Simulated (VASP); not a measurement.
Method: r2SCAN meta-GGA, VASP's PBE PAW potentials (set 64) (plane waves; VASP 6.6.1).

Input for VASP

### KPOINTS_OPT
```
k-points along high-symmetry lines
10
Line-mode
Reciprocal
  0.000000   0.000000   0.000000 ! GAMMA
  0.500000   0.000000   0.500000 ! X

  0.500000   0.000000   0.500000 ! X
  0.625000   0.250000   0.625000 ! U

  0.375000   0.375000   0.750000 ! K
  0.000000   0.000000   0.000000 ! GAMMA

  0.000000   0.000000   0.000000 ! GAMMA
  0.500000   0.500000   0.500000 ! L

  0.500000   0.500000   0.500000 ! L
  0.500000   0.250000   0.750000 ! W

  0.500000   0.250000   0.750000 ! W
  0.500000   0.000000   0.500000 ! X
```

### POSCAR
```
Sr
1
   -0.0000000000     3.0477713251     3.0477713251
    3.0477713251    -0.0000000000     3.0477713251
    3.0477713251     3.0477713251    -0.0000000000
Sr
1
Direct
  0.0000000000   0.0000000000   0.0000000000
```

KPOINTS:
```
Automatic mesh
0
Gamma
12 12 12
0 0 0
```

### INCAR
```
# general
SYSTEM   =  Sr
PREC     =  Accurate
ENCUT    =  400   # plane-wave cut-off (eV)
LREAL    =  .False.   # projection in real space or not
LASPH    =  .True.   # aspherical one-centre terms

# electronic loop
EDIFF    =  1E-7   # SCF stop (eV)
NELM     =  100
ALGO     =  Normal   # blocked Davidson
LMAXMIX  =  4   # l cut-off of mixed one-centre charges
LMIXTAU  =  .True.

# smearing
ISMEAR   =  -5   # tetrahedra, Bloechl

# functional
METAGGA  =  R2SCAN

# ions
ISIF     =  2

# output
LWAVE    =  .False.
LCHARG   =  .False.
LORBIT   =  11   # lm-projected
NEDOS    =  601   # DOS grid
```

POTCAR, in this order: Sr_sv (PBE.64 set). Program: vasp_std.

The resulting files:

**OUTCAR**
```
 ion  position               nearest neighbor table
   1  0.000  0.000  0.000-
  LATTYP: Found a face centered cubic cell.
 ALAT       =     6.0955426502
 Subroutine PRICEL returns:
 Original cell was already a primitive cell.
 Subroutine GETGRP returns: Found 48 space group operations
The static configuration has the point symmetry O_h .
The dynamic configuration has the point symmetry O_h .
 Subroutine INISYM returns: Found 48 space group operations
 Subroutine IBZKPT returns following result:
 Found     72 irreducible k-points:

 Following reciprocal coordinates:
            Coordinates               Weight
  0.000000  0.000000  0.000000      1.000000
  0.083333  0.000000  0.000000      8.000000
  0.166667  0.000000  0.000000      8.000000
  0.250000  0.000000  0.000000      8.000000
  0.333333  0.000000  0.000000      8.000000
  0.416667  0.000000  0.000000      8.000000
  0.500000  0.000000  0.000000      4.000000
  0.083333  0.083333  0.000000      6.000000
  0.166667  0.083333  0.000000     24.000000
  0.250000  0.083333  0.000000     24.000000
  0.333333  0.083333  0.000000     24.000000
  0.416667  0.083333  0.000000     24.000000
  0.500000  0.083333  0.000000     24.000000
 -0.416667  0.083333  0.000000     24.000000
 -0.333333  0.083333  0.000000     24.000000
 -0.250000  0.083333  0.000000     24.000000
 -0.166667  0.083333  0.000000     24.000000
 -0.083333  0.083333  0.000000     12.000000
  0.166667  0.166667  0.000000      6.000000
  0.250000  0.166667  0.000000     24.000000
  0.333333  0.166667  0.000000     24.000000
  0.416667  0.166667  0.000000     24.000000
  0.500000  0.166667  0.000000     24.000000
 -0.416667  0.166667  0.000000     24.000000
 -0.333333  0.166667  0.000000     24.000000
 -0.250000  0.166667  0.000000     24.000000
 -0.166667  0.166667  0.000000     12.000000
  0.250000  0.250000  0.000000      6.000000
  0.333333  0.250000  0.000000     24.000000
  0.416667  0.250000  0.000000     24.000000
  0.500000  0.250000  0.000000     24.000000
 -0.416667  0.250000  0.000000     24.000000
 -0.333333  0.250000  0.000000     24.000000
 -0.250000  0.250000  0.000000     12.000000
  0.333333  0.333333  0.000000      6.000000
  0.416667  0.333333  0.000000     24.000000
  0.500000  0.333333  0.000000     24.000000
 -0.416667  0.333333  0.000000     24.000000
 -0.333333  0.333333  0.000000     12.000000
  0.416667  0.416667  0.000000      6.000000
   k-points           NKPTS =     72   k-points in BZ     NKDIM =     72   number of bands    NBANDS=      9
   number of dos      NEDOS =    601   number of ions     NIONS =      1
   total plane-waves  NPLWV =  21952
   dimension x,y,z NGX =    28 NGY =   28 NGZ =   28
   dimension x,y,z NGXF=    56 NGYF=   56 NGZF=   56
   ions per type =               1
   PREC   = accura    normal or accurate (medium, high low for compatibility)
   ISTART =      0    job   : 0-new  1-cont  2-samecut
   ICHARG =      2    charge: 1-file 2-atom 10-const
   ISPIN  =      1    spin polarized calculation?
   LNONCOLLINEAR =      F non collinear calculations
   LSORBIT =      F    spin-orbit coupling
   INIWAV =      1    electr: 0-lowe 1-rand  2-diag
   ENCUT  =  400.0 eV  29.40 Ry    5.42 a.u.   7.03  7.03  7.03*2*pi/ulx,y,z
   NELM   =    100;   NELMIN=  2; NELMDL= -5     # of ELM steps
   EDIFF  = 0.1E-06   stopping-criterion for ELM
   LREAL  =      F    real-space projection
   NLSPLINE    = F    spline interpolate recip. space projectors
   LMAXMIX     =    4 max onsite mixed and CHGCAR
   VOSKOWN=      0    Vosko Wilk Nusair interpolation
...
```

### OSZICAR
```
       N       E                     dE             d eps       ncg     rms          rms(c)
DAV:   1     0.168352372914E+02    0.16835E+02   -0.44164E+03  1297   0.803E+02
DAV:   2    -0.169572454563E+02   -0.33792E+02   -0.33567E+02  1456   0.159E+02
DAV:   3    -0.187596041956E+02   -0.18024E+01   -0.17923E+01  2095   0.279E+01
DAV:   4    -0.188096076185E+02   -0.50003E-01   -0.49929E-01  1938   0.413E+00
DAV:   5    -0.188106620520E+02   -0.10544E-02   -0.10537E-02  2097   0.357E-01    0.728E+00
DAV:   6    -0.148950183675E+02    0.39156E+01   -0.32896E+00  1379   0.941E+00    0.653E+00
DAV:   7    -0.149790120931E+02   -0.83994E-01   -0.55874E-01  1611   0.622E+00    0.555E+00
DAV:   8    -0.159675693628E+02   -0.98856E+00   -0.55520E-01  1402   0.566E+00    0.208E+00
DAV:   9    -0.150709093098E+02    0.89666E+00   -0.74993E-01  1375   0.546E+00    0.457E-01
DAV:  10    -0.150156324566E+02    0.55277E-01   -0.53602E-02  1417   0.278E+00    0.403E-01
DAV:  11    -0.150895302462E+02   -0.73898E-01   -0.67347E-02  1399   0.171E+00    0.324E-01
DAV:  12    -0.151364153861E+02   -0.46885E-01   -0.27498E-02  1311   0.182E+00    0.584E-01
DAV:  13    -0.150473960330E+02    0.89019E-01   -0.11347E-01  1306   0.340E+00    0.259E-01
DAV:  14    -0.149752044507E+02    0.72192E-01   -0.19027E-02  1684   0.766E-01    0.206E-01
DAV:  15    -0.150418160856E+02   -0.66612E-01   -0.14320E-02  1474   0.791E-01    0.185E-01
DAV:  16    -0.150923153318E+02   -0.50499E-01   -0.58001E-02  1315   0.139E+00    0.308E-01
DAV:  17    -0.150933361895E+02   -0.10209E-02   -0.22819E-03  1632   0.527E-01    0.209E-01
DAV:  18    -0.150941350424E+02   -0.79885E-03   -0.63597E-04  1380   0.256E-01    0.106E-01
DAV:  19    -0.150937521315E+02    0.38291E-03   -0.11572E-03  1310   0.190E-01    0.121E-01
DAV:  20    -0.150934115391E+02    0.34059E-03   -0.40178E-04  1350   0.144E-01    0.407E-02
DAV:  21    -0.150934337733E+02   -0.22234E-04   -0.12726E-04  1394   0.117E-01    0.431E-02
DAV:  22    -0.150934398614E+02   -0.60881E-05   -0.74190E-06  2277   0.149E-02    0.431E-02
DAV:  23    -0.150934296874E+02    0.10174E-04   -0.18812E-05  1323   0.482E-02    0.542E-02
DAV:  24    -0.150934046918E+02    0.24996E-04   -0.23611E-05  1319   0.527E-02    0.240E-02
DAV:  25    -0.150933727930E+02    0.31899E-04   -0.65477E-06  1372   0.325E-02    0.143E-02
DAV:  26    -0.150933727783E+02    0.14754E-07   -0.52850E-07  2248   0.696E-03
   1 F= -.15093373E+02 E0= -.15093373E+02  d E =0.000000E+00
       N       E                     dE             ncg
```

**OUTCAR**
```
------------------------ aborting loop because EDIFF is reached ----------------------------------------
  FORCE on cell =-STRESS in cart. coord.  units (eV):
  Direction    XX          YY          ZZ          XY          YZ          ZX
  --------------------------------------------------------------------------------------
  Total       -0.0558132     -0.0558132     -0.0558132      0.0000000      0.0000000     -0.0000000
  in kB       -1.5793217     -1.5793217     -1.5793217      0.0000000      0.0000000     -0.0000000
  external PRESSURE =      -1.5793217 kB  Pullay stress =       0.0000000 kB
  volume of cell :       56.62
      direct lattice vectors                 reciprocal lattice vectors
     0.000000000  3.047771325  3.047771325    -0.164054303  0.164054303  0.164054303
     3.047771325  0.000000000  3.047771325     0.164054303 -0.164054303  0.164054303
     3.047771325  3.047771325  0.000000000     0.164054303  0.164054303 -0.164054303
 POSITION                                       TOTAL-FORCE (eV/Angst)
 -----------------------------------------------------------------------------------
      0.00000      0.00000      0.00000         0.000000      0.000000      0.000000
 -----------------------------------------------------------------------------------
    total drift:                               -0.000000     -0.000000     -0.000000
  FREE ENERGIE OF THE ION-ELECTRON SYSTEM (eV)
  ---------------------------------------------------
  free  energy   TOTEN  =       -15.0933727783 eV

  energy  without entropy=      -15.0933727783  energy(sigma->0) =      -15.09337278

 total charge

# of ion       s       p       d       tot
------------------------------------------
    1        2.053   5.806   0.119   7.977
```
(Selected blocks of OUTCAR.)

OUTCAR:
```
 val. band max:        1.5068827975   @ k =  -0.3333   0.3333   0.1667

 cond. band min:       1.4441761270   @ k =  -0.4167   0.1667   0.0833


 Fermi energy:         1.5042011274

 k-point     1 :       0.0000    0.0000    0.0000
  band No.  band energies     occupation
      1     -36.5685      2.00000
      2     -17.8308      2.00000
      3     -17.8308      2.00000
      4     -17.8308      2.00000
      5      -2.2799      2.00000
      6       4.1810      0.00000
      7       4.1810      0.00000
      8       4.1810      0.00000
      9       5.6763      0.00000

 k-point     2 :       0.0833    0.0000    0.0000
  band No.  band energies     occupation
      1     -36.5676      2.00000
      2     -17.8436      2.00000
      3     -17.8325      2.00000
      4     -17.8325      2.00000
      5      -2.1653      2.00000
      6       3.9830      0.00000
      7       4.2343      0.00000
      8       4.2343      0.00000
      9       5.6004      0.00000

 k-point     3 :       0.1667    0.0000    0.0000
  band No.  band energies     occupation
      1     -36.5652      2.00000
      2     -17.8780      2.00000
      3     -17.8371      2.00000
      4     -17.8371      2.00000
      5      -1.8312      2.00000
      6       3.5136      0.00000
      7       4.3352      0.00000
      8       4.3352      0.00000
      9       5.4919      0.00000

 k-point     4 :       0.2500    0.0000    0.0000
  band No.  band energies     occupation
      1     -36.5619      2.00000
      2     -17.9245      2.00000
      3     -17.8434      2.00000
      4     -17.8434      2.00000
      5      -1.3081      2.00000
      6       2.9505      0.00000
      7       4.3190      0.00000
      8       4.3190      0.00000
      9       5.6155      0.00000

 k-point     5 :       0.3333    0.0000    0.0000
  band No.  band energies     occupation
      1     -36.5586      2.00000
      2     -17.9703      2.00000
      3     -17.8496      2.00000
...
```

For a metal the tetrahedron method with Blöchl corrections gives inexact stress and forces.

The compound is Sr in the fcc structure. It was relaxed first.
